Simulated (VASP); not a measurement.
Data:

```yaml
crystal:
  lattice:
    - [0.00000, 3.59374, 3.59374]
    - [3.59374, 0.00000, 3.59374]
    - [3.59374, 3.59374, 0.00000]
  atoms:
    - { symbol: K, position: [0.00000, 0.00000, 0.00000] }
    - { symbol: I, position: [0.50000, 0.50000, 0.50000] }
```

Calculation: PBE GGA, VASP's PBE PAW potentials (set 64) (plane waves; VASP). Numerical set-up: 520 eV cut-off, Gaussian smearing of 0.050 eV, potentials K_sv I.

Unless said otherwise, spin-orbit coupling is left out, though it shifts the bands of the heavy elements here.

Give the energies of bands 6 to 11 at the high-symmetry points, in eV from the valence-band maximum.

| band | Γ | X | U | L | W |
|---|---|---|---|---|---|
| 6 | 0.00 | -0.92 | -0.79 | -1.21 | -0.67 |
| 7 | 0.00 | -0.34 | -0.69 | -0.30 | -0.67 |
| 8 | 0.00 | -0.34 | -0.34 | -0.30 | -0.54 |
| 9 | 3.85 | 5.01 | 5.63 | 5.47 | 6.44 |
| 10 | 6.51 | 5.65 | 6.48 | 7.55 | 6.44 |
| 11 | 6.51 | 8.04 | 7.49 | 8.04 | 6.50 |

The gap is direct, 3.85 eV, from the valence maximum at Γ to the conduction minimum at Γ.

Measured: gap 6.10 eV (computed value off by -2.25 eV), as given by Aguado et al., (1998), arXiv:cond-mat/9809176.

The compound is KI in the rock salt structure. It was relaxed first, which changed the volume by +5 %.
